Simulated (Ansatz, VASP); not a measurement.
# MoS2 in two plane-wave programs, part 2 of 2

Wanted: the spread between two codes on one cell, functional and k mesh. The cell is taken from a series of runs on this material, whose earlier steps may have relaxed, scaled, displaced or heated it; both programs get it as it stands.

VASP 6.6.1 and Ansatz 0.2.0.

So far: The structure; VASP: zone-centre phonons, PBEsol, pair 1.

## Step 3: Ansatz: zone-centre phonons, PBEsol, pair 1

Level of this step: Ansatz beside VASP: Kohn-Sham DFT, plane waves, PBEsol (Ansatz).

Ansatz runs on its default PAW (the set named soft_2) files.

The same cell, functional, mesh and smearing now go to Ansatz, which takes its cutoff from its data sets.

input.yaml reads:

```yaml
crystal:
  lattice:
    - [3.1405156826, 0.0, 0.0]
    - [-1.5702578413, 2.7197663621, 0.0]
    - [0.0, 0.0, 17.3373928558]
  atoms:
    - { symbol: Mo, position: [0.0, 0.0, 0.0] }
    - { symbol: S, position: [0.3333333333, 0.6666666667, 0.0898858982] }
    - { symbol: S, position: [0.3333333333, 0.6666666667, 0.9101141018] }
total_charge: -0.12
kpoints:
  mp_grid: { grid: [12, 12, 2] }
hamiltonian:
  xc: pbesol
scf:
  occupations: { method: fermi_dirac, width: 0.05 }
  n_extra_bands: 9
output:
  eigenvalues: true
phonons:
  method: dfpt
```

On the command line:

```
> ansatz run input.yaml --threads 4 --pin off --max-ram 8192MiB --backend cpu --events-out ev --progress --plain --runs-dir out
```

Numbers of over 12 decimals in the logs are rounded to 6 here.

Output:

```text
scf.n_extra_bands = 9 over 14 filled bands (N_el = 26.1): the run solves 23 bands
Engine: ansatz 0.2.0, aarch64-unknown-linux-gnu
Pseudopotentials: kind: paw
Pseudopotential: Mo, paw, valence charge 14, recommended cutoff 420 eV (normal), Mo.paw.azcp
Pseudopotential: S, paw, valence charge 6, recommended cutoff 420 eV (normal), S.paw.azcp
Functional definition: PBEsol
  exchange = pbesol_x
  correlation = pbesol_c
Crystal: 3 atoms, lattice volume = 148.087 Å³
Basis set: ecut = 420 eV, 2865 PW (Γ), exchange–correlation on 48×48×240 points (8 copies of the dense FFT grid, shifted against one another)
Bands: 23, of which v1, the nominal top of the filled ones, is band 13 counted from 1 (12 counted from 0)
Symmetry: 12 space group operations
k-points: 86 of 288 (irreducible under 2 space group operations, time reversal used)
Non-local potential: Mo, projectors of the file, l = 0: 3, l = 1: 2, l = 2: 2, l = 3: 1
Non-local potential: S, projectors of the file, l = 0: 2, l = 1: 2, l = 2: 2
PAW form: soft (Blöchl's): semilocal exchange-correlation on the pseudo side does not see the compensation charge
PAW frozen core: Mo, regenerated for the run's functional, and the local potential with it (the file was generated under x = pbe(κ = 0.804, μ = 0.219515), c = pbe(β = 0.066725))
PAW frozen core: S, regenerated for the run's functional, and the local potential with it (the file was generated under x = pbe(κ = 0.804, μ = 0.219515), c = pbe(β = 0.066725))
PAW one-centre angular grid: Mo, 590 points (default); XC on 64 Gauss nodes
PAW one-centre angular grid: S, 110 points (default); XC on 64 Gauss nodes
Initial density: superposition of atomic densities (neutral atoms scaled as one to the charged cell's electrons: chi_scale 0, normalization atom), corrected by the library's trained network
Initial wavefunctions: pseudopotential atomic-orbital guess
Functional: x = pbesol(κ = 0.804, μ = 0.123457), c = pbesol(β = 0.046)
SCF iter   1: F=—  HF=-6670.041517 eV  |F-HF|=—  |Δ(HF+E_count)|=         —  Δρ=1.42e-2  dr2=1.27e0  ethr=1.77e-3  ⟨swp⟩=9.0  Hψ=12475  notcnv=0  defer=24
preconditioner: auto → LDOS  [insulator: Δε(μ)=0.117 eV  Ē_g=10.458 eV  σ=0.050 eV  W_gap=0.52  n_scr=10 (ndim 8)  ℏωp=13.0 eV  f_vac=0.617  D(μ)=1.33/eV (n_scr^D=6)  ε∞_Penn≈2.5  β→1.0]
SCF iter   2: F=—  HF=-6669.885016 eV  |F-HF|=—  |Δ(HF+E_count)|=   1.57e-1  Δρ=8.36e-3  dr2=1.35e-1  ethr=1.77e-3  ⟨swp⟩=3.7  Hψ=4574  notcnv=0  defer=207
SCF iter   3: F=—  HF=-6669.862250 eV  |F-HF|=—  |Δ(HF+E_count)|=   2.28e-2  Δρ=1.86e-3  dr2=1.19e-2  ethr=5.15e-4  ⟨swp⟩=3.1  Hψ=3192  notcnv=0  defer=209
SCF iter   4: F=—  HF=-6669.861046 eV  |F-HF|=—  |Δ(HF+E_count)|=   1.20e-3  Δρ=5.40e-4  dr2=1.00e-3  ethr=4.56e-5  ⟨swp⟩=3.2  Hψ=3033  notcnv=0  defer=209
SCF iter   5: F=—  HF=-6669.860843 eV  |F-HF|=—  |Δ(HF+E_count)|=   2.03e-4  Δρ=1.14e-4  dr2=2.50e-5  ethr=3.84e-6  ⟨swp⟩=2.3  Hψ=3135  notcnv=0  defer=188
SCF iter   6: F=—  HF=-6669.860842 eV  |F-HF|=—  |Δ(HF+E_count)|=   7.56e-7  Δρ=4.34e-5  dr2=3.87e-6  ethr=9.55e-8  ⟨swp⟩=2.0  Hψ=3304  notcnv=0  defer=188
SCF iter   7: F=—  HF=-6669.860844 eV  |F-HF|=—  |Δ(HF+E_count)|=   1.95e-6  Δρ=8.38e-6  dr2=8.28e-8  ethr=1.48e-8  ⟨swp⟩=2.8  Hψ=3219  notcnv=0  defer=182
SCF iter   8: F=—  HF=-6669.860789 eV  |F-HF|=—  |Δ(HF+E_count)|=   5.54e-5  Δρ=1.25e-6  dr2=1.68e-9  ethr=3.17e-10  ⟨swp⟩=2.4  Hψ=3100  notcnv=0  defer=176
SCF iter   9: F=—  HF=-6669.860789 eV  |F-HF|=—  |Δ(HF+E_count)|=   4.18e-9  Δρ=2.24e-7  dr2=5.32e-11  ethr=6.43e-12  ⟨swp⟩=2.4  Hψ=2939  notcnv=0  defer=176
SCF iter  10: F=-6669.860789 eV  HF=-6669.860789 eV  |F-HF|=5.09e-11  |Δ(HF+E_count)|=  2.13e-10  Δρ=4.50e-8  dr2=1.80e-12  ethr=1.00e-12  ⟨swp⟩=16.9  Hψ=13233  notcnv=0
SCF 1 converged in 10 iterations: F = -6669.860789 eV  dr2 = 1.80e-12
  greatest PAW one-centre occupation: 0.999 electrons in one spin orbital (limit 2), on the Mo atom at site 0 (counted from 0), in its partial waves of l = 0
DFPT response loops at Γ: preconditioner auto → none (partly filled bands, converged f_vac=0.611); β = 0.50; Broyden in place of MSR1
SCF converged after 10 iterations
Free energy (F): -6669.860789 eV
Harris-Foulkes:  -6669.860789 eV  (|F-HF|=5.09e-11)
Internal energy: -6669.849137 eV  (E = F + TS)
E sigma→0 (E₀):  -6669.854963 eV
Entropy (-TS):   -0.011652 eV (-3.884 meV/atom)
Fermi energy:    3.009658 eV
--- Per-component energies (eV) ---
  E_band       = -393.137000
  E_kinetic    = 658.356179
  E_local      = -13389.934718  (includes V_loc(G=0)·N_el)
  E_nonlocal   = 201.633147
  E_hartree    = 6348.822145
  E_xc         = -376.733571
  E_vxc        = -405.920283  (∫ρ·V_xc dr)
  E_paw        = -4312.074707  (= ΣΔE_a)
  E_vpaw       = -154.915632  (= ΣTr[D̂ρ^β])
  E_aug_tail   = 0.000032  (compensation charges beyond the density's cutoff)
  E_ewald      = 4199.749159
  E_core_change = 0.333198  (= ΣΔE_core)
  E_smearing   = -0.011652  (= −TS)
  E_closure    = 0.000000  (closes the sum)
  E_deformation_potential = -0.739922  (in the stress; not in F)
  Σ components = -6669.860789   (vs F -6669.860789, Δ=0.00e0)
--- Band table (eV; the first three rows and the last of 86) ---
  k-point 0: bands = [... 9 lower, -0.9150, -0.3684, -0.3684, 0.9330, 3.9696, 3.9696, 4.2393, 4.2393, ... 6 higher]
  k-point 1: bands = [... 9 lower, -0.9150, -0.3684, -0.3684, 0.9330, 3.9696, 3.9696, 4.2393, 4.2393, ... 6 higher]
  k-point 2: bands = [... 9 lower, -1.3250, -0.5424, -0.1262, 0.9015, 3.8148, 3.8922, 4.1149, 4.1598, ... 6 higher]
  k-point 85: bands = [... 9 lower, -2.2842, -1.9289, -0.6217, 0.5796, 3.3380, 4.0933, 4.1811, 5.8418, ... 6 higher]
--- Phonons (Γ-DFPT): 4 representative perturbations + reference, on 86 of 288 k-points (Σ response iterations 14) ---
  k mesh reduced under 2 symmetry operations, with k and −k counted as one. Each operation leaves every solved perturbation unchanged. A smaller set is not used because it would not reduce the number of displacements times k-points to solve
  ASR residual: 4.569e-4 → 0.000e0 eV/Å²; symmetrization residual: 2.023e-6 eV/Å²
  ASR residual per site (eV/Å²): 4.57e-4 6.90e-5 6.90e-5
  Γ frequencies (cm⁻¹): 0.00 0.00 0.00 284.09 284.09 377.58 381.43 381.43 445.30
  non-analytic LO–TO correction: not included (Born effective charges unavailable; polar crystals: no LO–TO splitting at Γ)
```

In the SCF lines HF is the Harris–Foulkes energy and dr2 the Hartree energy of the density residual, in eV; the loop may stop once dr2 is under the threshold and the program's other checks hold. Hψ counts applications of the Hamiltonian.

## Step 4: Comparison

Known differences besides the potentials themselves: the cutoff is 420 eV in Ansatz and 500 eV in VASP; Ansatz makes its cores anew for this functional, VASP keeps those of its PBE data sets. Total energies have different zeros and are not compared.

The two programs side by side:

```csv
quantity,Ansatz,VASP,difference
optical mode 1 to 2 (cm⁻¹),284.1,283.7,+0.13 %
optical mode 3 (cm⁻¹),377.6,377.4,+0.04 %
optical mode 4 to 5 (cm⁻¹),381.4,381.2,+0.07 %
optical mode 6 (cm⁻¹),445.3,445.5,-0.05 %
```

Modes are paired by rising frequency, not by their patterns, so a pair may set unlike modes beside each other; they are those without the splitting of longitudinal modes. The cell carries a charge of -0.12 e against a uniform background, so its pressure also hangs on how the neutralising background is counted, and in a defect's cell a gap may be the spacing between its levels.

## Step 5: Ansatz: zone-centre phonons, PBEsol, pair 2

Second derivatives magnify differences that forces hide, and they need a tight electronic threshold.

The cell is taken from a series of runs on this material, whose earlier steps may have relaxed, scaled, displaced or heated it; both programs get it as it stands.

Changes to input.yaml since step 3:

```diff
@@ -9,3 +9,3 @@
     - { symbol: S, position: [0.3333333333, 0.6666666667, 0.9101141018] }
-total_charge: -0.12
+total_charge: -0.3
 kpoints:
```

Output:

```text
[...]
Crystal: 3 atoms, lattice volume = 148.087 Å³
Basis set: ecut = 420 eV, 2865 PW (Γ), exchange–correlation on 48×48×240 points (8 copies of the dense FFT grid, shifted against one another)
Bands: 23, of which v1, the nominal top of the filled ones, is band 13 counted from 1 (12 counted from 0)
Symmetry: 12 space group operations
k-points: 86 of 288 (irreducible under 2 space group operations, time reversal used)
[...]
k-point 2: bands = [... 9 lower, -1.2892, -0.4631, -0.0752, 0.9490, 3.0426, 3.8732, 3.9614, 4.1880, ... 6 higher]
  k-point 85: bands = [... 9 lower, -2.2321, -1.8690, -0.5772, 0.6652, 3.4090, 4.1883, 4.2369, 5.9022, ... 6 higher]
[...]
ASR residual: 1.366e-3 → 0.000e0 eV/Å²; symmetrization residual: 8.565e-6 eV/Å²
  ASR residual per site (eV/Å²): 1.37e-3 8.86e-5 8.86e-5
  Γ frequencies (cm⁻¹): 0.00 0.00 0.00 282.63 282.63 369.86 378.11 378.11 420.47
[...]
[key lines of the parts left out:]
SCF converged after 19 iterations
Free energy (F): -6669.278250 eV
Fermi energy:    3.121476 eV
```

## Step 6: VASP: zone-centre phonons, PBEsol, pair 2

The same cell, functional, mesh and smearing now go to VASP, with its own data sets.

INCAR reads:

```
SYSTEM = MoS2
PREC = Accurate
ENCUT = 500
EDIFF = 1E-08
NELM = 120
ISMEAR = -1
SIGMA = 0.05
LREAL = .FALSE.
ALGO = Normal
GGA = PS
NELECT = 26.3
NBANDS = 19
LASPH = .TRUE.
LORBIT = 11
LWAVE = .FALSE.
LCHARG = .FALSE.
ISIF = 2
IBRION = 8
GGA_COMPAT = .FALSE.
KPAR = 2
```

POSCAR reads:

```
MoS2
1.0
    3.1405156826      0.0000000000      0.0000000000
   -1.5702578413      2.7197663621      0.0000000000
    0.0000000000      0.0000000000     17.3373928558
Mo S
1 2
Direct
    0.0000000000      0.0000000000      0.0000000000
    0.3333333333      0.6666666667      0.0898858982
    0.3333333333      0.6666666667      0.9101141018
```

KPOINTS reads:

```
Automatic mesh
0
Gamma
12 12 2
0 0 0
```

PAW data sets: Mo_sv and S (PBE family, release 64).

On the command line:

```
> mpirun -np 2 vasp_std
```

Output:

```text
[banner, memory and clock lines left out]
running    2 mpi-ranks, on    1 nodes
[...]
[... a notice as in an earlier step ...]

 LDA part: xc-table for (Slater+PW92), standard interpolation
 POSCAR, INCAR and KPOINTS ok, starting setup
[...]
entering main loop
       N       E                     dE             d eps       ncg     rms          rms(c)
DAV:   1     0.161005474512E+03    0.16101E+03   -0.12225E+04  1836   0.111E+03
DAV:   2    -0.144677804145E+02   -0.17547E+03   -0.17198E+03  1982   0.264E+02
DAV:   3    -0.245632553927E+02   -0.10095E+02   -0.99979E+01  1864   0.573E+01
DAV:   4    -0.247192146356E+02   -0.15596E+00   -0.15541E+00  1869   0.739E+00
DAV:   5    -0.247227122125E+02   -0.34976E-02   -0.34955E-02  1909   0.104E+00BRMIX: very serious problems
 the old and the new charge density differ
 old charge density:    26.00000 new   26.30000
BRMIX: very serious problems
 the old and the new charge density differ
 old charge density:    26.00000 new   26.30000
    0.261E+01
[...]
RMM:  11    -0.923448913406E-01   -0.12329E-06   -0.74155E-08 10535   0.315E-05    0.855E-06
RMM:  12    -0.923449952618E-01   -0.10392E-06    0.11815E-08  9957   0.210E-05    0.180E-06
RMM:  13    -0.923449922427E-01    0.30191E-08    0.11185E-08  9995   0.104E-05    0.118E-06
 first order change of Fermi-energy   0.26398E-04
 force on displaced ion       2 direction 1 :  -9.743   0.000   0.000
 Linear response progress:
  Degree of freedom:   4/  4
       N       E                     dE             d eps       ncg     rms          rms(c)
RMM:   1    -0.172095708306E+00   -0.17210E+00   -0.12226E-01  3546   0.190E+00
RMM:   2    -0.154514199432E+00    0.17582E-01   -0.15353E-02  2450   0.613E-01    0.370E-01
RMM:   3    -0.154773631902E+00   -0.25943E-03   -0.11993E-03  2110   0.202E-01    0.287E-01
RMM:   4    -0.154967802193E+00   -0.19417E-03   -0.61375E-04  2211   0.144E-01    0.959E-02
[...]
RMM:  14    -0.154956899840E+00    0.19040E-06    0.30721E-08  2469   0.153E-04    0.318E-05
RMM:  15    -0.154957207017E+00   -0.30718E-06   -0.73716E-08  2494   0.880E-05    0.181E-05
RMM:  16    -0.154957210783E+00   -0.37655E-08    0.51303E-08  2526   0.663E-05    0.790E-06
 first order change of Fermi-energy  -0.71803E+00
 force on displaced ion       2 direction 3 :   0.000   0.000 -14.342
 Linear response finished
```

OUTCAR, selected parts (step 6):

```text
  Total        1.6354358      1.6354358      1.7440969     -0.0000000     -0.0000000      0.0000000
  in kB       17.6940697     17.6940697     18.8696931     -0.0000000     -0.0000000      0.0000000
  external PRESSURE =      18.0859442 kB  Pullay stress =       0.0000000 kB

 POSITION                                       TOTAL-FORCE (eV/Angst)
 -----------------------------------------------------------------------------------
      0.00000      0.00000      0.00000         0.000000      0.000000      0.000000
     -0.00000      1.81318      1.55839        -0.000000     -0.000000      0.219267
     -0.00000      1.81318     15.77901        -0.000000      0.000000     -0.219267
 -----------------------------------------------------------------------------------
    total drift:                                0.000000     -0.000000     -0.000000

[... 2 parts as in an earlier step ...]
```

## Step 7: Comparison

Both answers:

```csv
quantity,Ansatz,VASP,difference
optical mode 1 to 2 (cm⁻¹),282.6,282.3,+0.12 %
optical mode 3 (cm⁻¹),369.9,369.9,-0.01 %
optical mode 4 to 5 (cm⁻¹),378.1,377.9,+0.07 %
optical mode 6 (cm⁻¹),420.5,421.2,-0.17 %
```

Modes are paired by rising frequency, not by their patterns, so a pair may set unlike modes beside each other; they are those without the splitting of longitudinal modes. The cell carries a charge of -0.3 e against a uniform background, so its pressure also hangs on how the neutralising background is counted, and in a defect's cell a gap may be the spacing between its levels.

## Step 8: What came out

| Property | Result |
| --- | --- |
| r.m.s. difference of the optical zone-centre modes, each program's sorted by frequency (zone-centre phonons, PBEsol, pair 1) | 0.27 cm⁻¹ |
| r.m.s. difference of the optical zone-centre modes, each program's sorted by frequency (zone-centre phonons, PBEsol, pair 2) | 0.38 cm⁻¹ |

In words: The r.m.s. difference of the optical zone-centre modes, each program's sorted by frequency is 0.27 cm⁻¹ (zone-centre phonons, PBEsol, pair 1). Such differences can come from data sets, numerical settings and the points named under the comparisons, not from the functional's error against experiment.

[Lines on the potential files, build, host, timing and source positions are cut from VASP's logs without a mark.]

[Logs are printed without paths, hosts, clocks, repeated set-up lines and the standing remarks that a program may print on its own settings, such as how far it seeks lower states.]

[Hosts, paths, dates, database ids (printed as entryN), source tags and the programs' standing remarks are cut or masked in the printed files.]
